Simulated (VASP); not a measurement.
Method: LDA (Ceperley-Alder, Perdew-Zunger), VASP's LDA PAW potentials (set 64) (plane waves; VASP 6.6.1).

The input files of a VASP run:

INCAR:
```
LREAL = F
LASPH = T   ! aspherical one-centre terms
LWAVE = F
PREC = Accurate
ISMEAR = 0
NSW = 40   ! most ionic steps
SYSTEM = ZnO
IBRION = 2
ENCUT = 620   ! plane-wave cut-off (eV)
NELM = 100   ! most electronic steps
ALGO = Normal   ! blocked Davidson
SIGMA = 0.05   ! width (eV)
EDIFF = 1E-6   ! SCF stop (eV)
ISIF = 3   ! ions, shape and volume
LCHARG = F
EDIFFG = -0.02   ! ionic stop
LMAXMIX = 4   ! l cut-off of mixed one-centre charges
```

### KPOINTS
```
Automatic mesh
0
Gamma
 8 8 5
```

**POSCAR**
```
ZnO
1.0
  1.5980435448  -2.7678930284   0.0000000000
  1.5980435448   2.7678930284   0.0000000000
  0.0000000000   0.0000000000   5.1654909297
Zn O
2 2
direct
  0.6666670000   0.3333330000   0.5018010635
  0.3333330000   0.6666670000   0.0018010635
  0.6666670000   0.3333330000   0.8801989365
  0.3333330000   0.6666670000   0.3801989365
```

POTCAR, in this order: Zn O (LDA.64 set). Program: vasp_std.

Q: What does the run give for the energy per atom (σ→0), volume per atom?

A: 
```yaml
energy per atom (σ→0): -5.291 eV/atom
volume_per_atom: 11.40 Å³/atom
```

### OSZICAR
```
...
   2 F= -.21164629E+02 E0= -.21164629E+02  d E =-.965264E-05
       N       E                     dE             d eps       ncg     rms          rms(c)
DAV:   1    -0.211658723969E+02   -0.12426E-02   -0.17308E-02  1548   0.270E+00    0.248E-01
DAV:   2    -0.211648312623E+02    0.10411E-02   -0.40852E-03  1604   0.143E+00    0.937E-02
DAV:   3    -0.211647363664E+02    0.94896E-04   -0.71039E-05  1798   0.220E-01    0.520E-02
DAV:   4    -0.211646984566E+02    0.37910E-04   -0.42629E-05  2216   0.114E-01    0.608E-03
DAV:   5    -0.211646985522E+02   -0.95652E-07   -0.96028E-06  1356   0.319E-02
   3 F= -.21164699E+02 E0= -.21164699E+02  d E =-.790689E-04
```

The compound is ZnO in the wurtzite structure. This run relaxes it. Symmetry was kept, so distortions that lower it aren't found.
